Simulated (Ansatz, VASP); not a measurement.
# Cross-check of SnO2 between VASP and Ansatz, part 2 of 2

One calculation is typed for both programs; each brings its own data sets. How far apart do they land? The cell is taken from a series of runs on this material, whose earlier steps may have relaxed, scaled, displaced or heated it; both programs get it as it stands.

VASP 6.6.1 and Ansatz 0.2.0.

So far: Set-up; VASP: G0W0 gap, LDA.

**3. Ansatz: G0W0 gap, LDA**

Level of this step: Ansatz beside VASP: Kohn-Sham DFT, plane waves, LDA (Ansatz).

Ansatz runs on its PAW soft_1 files.

The same cell, functional (in two slightly different forms) and mesh now go to Ansatz, which takes its cutoff from its data sets.

input.yaml reads:

```yaml
crystal:
  lattice:
    - [-3.248897, 3.41447, 3.414021]
    - [3.248897, -3.41447, 3.414021]
    - [3.248897, 3.41447, -3.414021]
  atoms:
    - { symbol: Sn, position: [0.9999982115, 0.2499982115, 0.75] }
    - { symbol: Sn, position: [1.7885e-06, 0.7500017885, 0.25] }
    - { symbol: Sn, position: [0.5, 0.5, 0.5] }
    - { symbol: Sn, position: [0.5, 0.0, 0.0] }
    - { symbol: O, position: [0.1923626509, 0.1923614619, 0.499998811] }
    - { symbol: O, position: [0.6923543882, 0.749994678, 0.9423597102] }
    - { symbol: O, position: [0.1923626509, 0.6923638399, 1.000001189] }
    - { symbol: O, position: [0.3076349679, 0.749994678, 0.5576402898] }
    - { symbol: O, position: [0.6923650321, 0.250005322, 0.4423597102] }
    - { symbol: O, position: [0.3076456118, 0.250005322, 0.0576402898] }
    - { symbol: O, position: [0.8076373491, 0.3076361601, -1.189e-06] }
    - { symbol: O, position: [0.8076373491, 0.8076385381, 0.500001189] }
kpoints:
  mp_grid: { grid: [4, 4, 4] }
hamiltonian:
  xc: lda
  pseudopotentials: { kind: paw, azcp: { folder: soft_1 }, xc_functional: pbe }
scf:
  occupations: { method: fixed }
gw:
  n_empty_bands: 569
  ecut_chi: 140
  qp_bands: [v4, c4]
  qp_kpoints: band_edges
  screening: { model: contour_deformation }
```

Run with:

```
> ansatz run input.yaml --threads 2 --pin off --max-ram 92160MiB --backend cuda --events-out ev --progress --plain --runs-dir out --devices 1 --max-vram 13GiB
```

Numbers of over 12 decimals in the logs are rounded to 6 here.

Output:

```text
Warning: the atoms were moved onto the symmetric positions of the space group found under crystal.symmetry.tolerance 1.0e-5 (fractional; no operation is sought that the atoms, as they stand in a round, miss by more than twice it, and no atom is moved by as much as it), and the run uses the moved positions. Before a round's move an operation carried an atom to 7.27e-5 Å from where it should land, the largest such dist [...]
GPUs: using 1 of 1 available (devices: 1).
Engine: ansatz 0.2.0, x86_64-unknown-linux-gnu
Pseudopotentials: kind: paw
Pseudopotential: Sn, paw, valence charge 14, recommended cutoff 420 eV (normal), soft_1/Sn.paw.azcp
Pseudopotential: O, paw, valence charge 6, recommended cutoff 420 eV (normal), soft_1/O.paw.azcp
Functional definition: SPW92
  exchange = slater_x
  correlation = pw_c
device memory: the entry about to start is reckoned to put 2.3 GiB on a device that reports 44.4 GiB free (of which the cap on the GPU budget leaves the run 13.0 GiB)
GPU FFT provider: cuFFT
GPU libraries: cuBLAS 13.8.2, cuFFT 12.4.0, cuSOLVER 12.3.4
Crystal: 12 atoms, lattice volume = 151.491 Å³
Basis set: ecut = 420 eV, 2975 PW (Γ)
Bands: 64, of which v1, the nominal top of the filled ones, is band 52 counted from 1 (51 counted from 0)
Symmetry: 16 space group operations
Space group: Cmmm (ITA 65), of the structure as read, at distance tolerance 5.3e-5 Å
k-points: 18 of 64
Non-local potential: Sn, projectors of the file, l = 0: 2, l = 1: 2, l = 2: 2, l = 3: 1
Non-local potential: O, projectors of the file, l = 0: 2, l = 1: 2, l = 2: 1
PAW form: soft (Blöchl's): semilocal exchange-correlation on the pseudo side does not see the compensation charge
PAW frozen core: Sn, regenerated for the run's functional, and the local potential with it (the file was generated under x = pbe(κ = 0.804, μ = 0.219515), c = pbe(β = 0.066725))
PAW frozen core: O, regenerated for the run's functional, and the local potential with it (the file was generated under x = pbe(κ = 0.804, μ = 0.219515), c = pbe(β = 0.066725))
PAW one-centre angular grid: Sn, 590 points (default); XC on 64 Gauss nodes
PAW one-centre angular grid: O, 110 points (default); XC on 64 Gauss nodes
Initial density: superposition of atomic densities (chi_scale 0.1, normalization cell, long waves kept (reshape's long-wave potential 0.00 eV rms))
Initial wavefunctions: pseudopotential atomic-orbital guess
GPU buffer pool allocated for 64000 grid points (all kernels)
GPU transforms: local potential and band sums: pruned to the plane-wave sphere, on 40×40×40
Functional: x = slater, c = lda
SCF iter   1: F=—  HF=-27961.913873 eV  |F-HF|=—  |Δ(HF+E_count)|=         —  Δρ=6.34e-2  dr2=4.32e0  ethr=3.10e-3  ⟨swp⟩=4.0  Hψ=4159  notcnv=0  defer=165
preconditioner: auto → Resta (q_TF=auto, 2.563 Å⁻¹)  ε∞=3.5  [insulator: Δε(μ)=0.908 eV  Ē_g=19.387 eV  n_scr=42 (ndim 8)  ℏωp=30.8 eV  f_vac=0.000  ε∞_Penn≈3.5]
SCF iter   2: F=—  HF=-27960.956651 eV  |F-HF|=—  |Δ(HF+E_count)|=   9.57e-1  Δρ=3.26e-2  dr2=8.25e-1  ethr=3.10e-3  ⟨swp⟩=3.0  Hψ=2326  notcnv=0  defer=163
SCF iter   3: F=—  HF=-27960.758205 eV  |F-HF|=—  |Δ(HF+E_count)|=   1.98e-1  Δρ=9.50e-3  dr2=1.36e-1  ethr=7.93e-4  ⟨swp⟩=3.0  Hψ=2004  notcnv=0  defer=165
SCF iter   4: F=—  HF=-27960.725593 eV  |F-HF|=—  |Δ(HF+E_count)|=   3.26e-2  Δρ=1.89e-3  dr2=3.56e-3  ethr=1.31e-4  ⟨swp⟩=2.0  Hψ=1502  notcnv=0  defer=174
SCF iter   5: F=—  HF=-27960.726410 eV  |F-HF|=—  |Δ(HF+E_count)|=   8.17e-4  Δρ=5.60e-4  dr2=3.33e-4  ethr=3.42e-6  ⟨swp⟩=2.6  Hψ=1554  notcnv=0  defer=174
SCF iter   6: F=—  HF=-27960.726480 eV  |F-HF|=—  |Δ(HF+E_count)|=   7.02e-5  Δρ=7.20e-5  dr2=5.91e-6  ethr=3.20e-7  ⟨swp⟩=2.7  Hψ=1634  notcnv=0  defer=146
SCF iter   7: F=—  HF=-27960.726481 eV  |F-HF|=—  |Δ(HF+E_count)|=   6.85e-7  Δρ=3.95e-5  dr2=1.99e-6  ethr=5.69e-9  ⟨swp⟩=2.0  Hψ=1675  notcnv=0  defer=120
[...]
0    56     13.7179   -12.5490    -4.8607   -18.6179  0.7756    15.0120    14.9261  root ?
     1    49      7.5200   -26.3783     5.4038   -20.3266  0.7190     6.8560     6.8722  root
     1    50      7.6114   -26.3266     5.2996   -20.4019  0.7210     6.9718     6.9864  root
     1    51      7.6183   -26.3020     4.9351   -20.8342  0.7251     7.0759     7.0856  root
     1    52      8.1488   -26.7206     5.2624   -20.8635  0.7252     7.5418     7.5541  root
     1    53     10.3626   -16.0884    -3.0648   -20.0879  0.7858    11.3273    11.2972  root
     1    54     12.7485   -14.1859    -4.3988   -19.8077  0.7802    14.0527    13.9715  root ?
     1    55     12.9706   -13.8961    -4.5179   -19.6517  0.7800    14.2950    14.2084  root ?
     1    56     13.8010   -13.4250    -4.8335   -19.4998  0.7669    15.1354    15.0423  root ?
     2    49      7.5405   -26.3634     5.2027   -20.5593  0.7216     6.9259     6.9392  root
     2    50      7.5405   -26.3634     5.2027   -20.5593  0.7216     6.9259     6.9392  root
     2    51      7.8574   -26.5029     5.2106   -20.6940  0.7239     7.2462     7.2590  root
     2    52      7.8574   -26.5029     5.2106   -20.6940  0.7239     7.2462     7.2590  root
     2    53     12.1809   -15.3046    -4.0305   -20.4960  0.7751    13.4082    13.3418  root ?
     2    54     12.1809   -15.3046    -4.0305   -20.4960  0.7751    13.4082    13.3418  root ?
     2    55     13.7191   -14.5349    -4.8187   -20.6556  0.7608    15.1262    15.0211  root ?
     2    56     13.7191   -14.5349    -4.8187   -20.6556  0.7608    15.1262    15.0211  root ?
     3    49      7.5187   -26.3782     5.4043   -20.3258  0.7190     6.8545     6.8707  root
     3    50      7.6119   -26.3270     5.2998   -20.4021  0.7210     6.9722     6.9868  root
     3    51      7.6175   -26.3019     4.9346   -20.8347  0.7251     7.0751     7.0849  root
     3    52      8.1489   -26.7206     5.2623   -20.8636  0.7252     7.5419     7.5542  root
     3    53     10.3626   -16.0886    -3.0648   -20.0880  0.7858    11.3274    11.2973  root
     3    54     12.7476   -14.1858    -4.3987   -19.8075  0.7802    14.0518    13.9706  root ?
     3    55     12.9717   -13.8964    -4.5180   -19.6522  0.7800    14.2961    14.2095  root ?
     3    56     13.8012   -13.4247    -4.8334   -19.4994  0.7669    15.1355    15.0424  root ?
     4    49      7.4756   -26.2002     5.0723   -20.5484  0.7225     6.8839     6.8961  root
     4    50      7.6437   -26.3587     5.1987   -20.5548  0.7226     7.0250     7.0385  root
     4    51      7.6443   -26.3588     5.1993   -20.5541  0.7226     7.0255     7.0390  root
     4    52      7.8597   -26.4107     5.2684   -20.5275  0.7232     7.2311     7.2449  root
     4    53     11.9192   -15.6221    -3.8591   -20.6151  0.7750    13.1150    13.0532  root
     4    54     12.8939   -14.8378    -4.4147   -20.4851  0.7706    14.2109    14.1264  root ?
     4    55     12.8949   -14.8377    -4.4149   -20.4851  0.7706    14.2119    14.1275  root ?
     4    56     14.1396   -14.6346    -5.0033   -20.9796  0.7521    15.5927    15.4813  root ?
     6    49      7.4385   -26.1005     5.4062   -20.0405  0.7181     6.7678     6.7847  root
     6    50      7.4395   -26.1003     5.4066   -20.0398  0.7181     6.7688     6.7857  root
     6    51      7.6352   -26.2252     4.9241   -20.7743  0.7251     7.0987     7.1083  root
     6    52      8.0748   -26.4730     5.2173   -20.6573  0.7253     7.4637     7.4764  root
     6    53     10.2230   -16.2602    -2.8785   -20.0268  0.7855    11.1377    11.1111  root
     6    54     13.0963   -13.8402    -4.5392   -19.6204  0.7797    14.4252    14.3374  root ?
     6    55     13.0974   -13.8402    -4.5393   -19.6205  0.7797    14.4262    14.3385  root ?
     6    56     13.2788   -13.4489    -4.5539   -19.1733  0.7735    14.5268    14.4493  root ?
[...]
7    53     12.1806   -15.3043    -4.0306   -20.4958  0.7751    13.4080    13.3415  root ?
     7    54     12.1806   -15.3043    -4.0306   -20.4958  0.7751    13.4080    13.3415  root ?
     7    55     13.7199   -14.5360    -4.8188   -20.6569  0.7608    15.1271    15.0219  root ?
     7    56     13.7199   -14.5360    -4.8188   -20.6569  0.7608    15.1271    15.0219  root ?
[...]
9    55     13.9772   -15.0846    -4.8771   -21.3193  0.7553    15.4494    15.3348  root ?
     9    56     13.9782   -15.0845    -4.8772   -21.3193  0.7553    15.4504    15.3358  root ?
[...]
10    53     13.1164   -15.1790    -4.4401   -20.8567  0.7667    14.4484    14.3540  root ?
[...]
14    56     13.7511   -14.2131    -4.8026   -20.3262  0.7674    15.1696    15.0615  root ?
[...]
16    50      7.5367   -26.3982     5.4469   -20.2919  0.7186     6.8601     6.8772  root
    16    51      7.5380   -26.3981     5.4468   -20.2919  0.7185     6.8616     6.8787  root
    16    52      7.8880   -26.3269     5.3456   -20.3470  0.7224     7.2388     7.2537  root
    16    53     11.4672   -16.0752    -3.5697   -20.7375  0.7760    12.6111    12.5597  root
    16    54     12.7165   -14.6691    -4.3906   -20.2902  0.7754    14.0312    13.9470  root ?
    16    55     12.7176   -14.6693    -4.3908   -20.2906  0.7754    14.0323    13.9481  root ?
    16    56     14.4146   -14.1967    -5.1502   -20.7168  0.7525    15.8977    15.7845  root ?
    17    49      7.1550   -26.0234     5.4410   -19.9043  0.7151     6.4573     6.4769  root
    17    50      7.1568   -26.0236     5.4408   -19.9047  0.7151     6.4591     6.4787  root
    17    51      7.4999   -26.3771     5.4340   -20.2780  0.7183     6.8173     6.8349  root
    17    52      7.5013   -26.3769     5.4340   -20.2780  0.7183     6.8189     6.8364  root
    17    53     12.3809   -14.9628    -4.2335   -20.3660  0.7749    13.6248    13.5506  root ?
    17    54     12.3820   -14.9624    -4.2339   -20.3660  0.7749    13.6260    13.5517  root ?
    17    55     13.7206   -14.9406    -4.8087   -21.1106  0.7612    15.1886    15.0818  root ?
    17    56     13.7212   -14.9403    -4.8087   -21.1103  0.7612    15.1893    15.0825  root ?
```

**4. Differences**

Known differences besides the potentials themselves: the two LDA forms differ slightly; fixed occupations in Ansatz, narrow Gaussian smearing in VASP; the cutoff is 420 eV in Ansatz and 440 eV in VASP; VASP's log shows a relativistic correction to its local exchange, Ansatz's none; Ansatz integrates over frequency by contour deformation, VASP on a grid of NOMEGA points. Total energies have different zeros and are not compared.

Both answers:

```tsv
quantity	Ansatz	VASP	difference
G0W0 gap on the mesh (eV)	1.93	1.91	+0.02
Kohn-Sham gap under it (eV)	0.51	0.53	-0.02
```

**5. What came out**

| Item | Value |
| --- | --- |
| difference in G0W0 gap on the mesh (G0W0 gap, LDA) | 0.023 eV |

**Reading.** The difference in G0W0 gap on the mesh is 0.023 eV (G0W0 gap, LDA). How closely two codes agree says nothing of how well the functional describes the real material.

[Lines on the potential files, build, host, timing and source positions are cut from VASP's logs without a mark.]

[Logs are printed without paths, hosts, clocks, repeated set-up lines and the standing remarks that a program may print on its own settings, such as how far it seeks lower states.]

[Hosts, paths, dates, database ids (printed as entryN), source tags and the programs' standing remarks are cut or masked in the printed files.]
